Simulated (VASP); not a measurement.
Input:

```xyz
3
Lattice="3.6221 -2.1046 0.0000 3.6221 2.1046 0.0000 -0.0108 0.0000 5.1945" Properties=species:S:1:pos:R:3 pbc="T T T"
Te     2.3054     0.0000     1.5018
Te     4.9280     0.0000     3.6927
Au     0.0000     0.0000     0.0000
```

All values below come from PBEsol GGA, VASP's PBE PAW potentials (set 64) (plane waves; VASP). Run with 300 eV cut-off, 7×7×5 Γ-centred mesh, Gaussian smearing of 0.10 eV, potentials Te Au.

Problem. Give the energies of bands 3 to 14 at the high-symmetry points, in eV from the Fermi level.

Solution. 
```
band      Γ      C     Y2     M2      D      A     V2
----  -----  -----  -----  -----  -----  -----  -----
3     -6.34  -6.29  -6.58  -6.37  -5.71  -5.64  -6.08
4     -5.67  -5.62  -5.03  -5.36  -5.65  -5.40  -5.34
5     -5.54  -5.41  -4.81  -5.33  -5.24  -4.80  -5.09
6     -4.47  -4.67  -4.32  -4.95  -4.62  -4.49  -4.29
7     -4.46  -4.62  -4.29  -4.33  -4.56  -4.45  -4.13
8     -3.63  -4.30  -3.71  -4.30  -4.28  -2.18  -3.62
9     -0.80  -2.18  -3.62  -4.06  -4.13  -2.14  -3.49
10    -0.65  -1.49  -3.40  -1.61  -3.54  -1.64  -3.25
11    -0.01  -1.47  -2.53  -1.11  -3.48  -1.36  -2.57
12     0.04  -1.22  -0.56  -1.00   2.10   1.25  -1.17
13     1.01  -1.06   1.75   0.08   2.20   1.32   1.80
14     2.76   1.52   3.53   4.09   4.87   3.97   3.61
```

It has no gap at this level: it comes out as a metal or semimetal.

The structure comes from a computed database's Te2Au entry; how it stands against other phases isn't given here. The cell was not relaxed at this level. The electron count is odd and the run is not spin-polarised, which forces a metal.
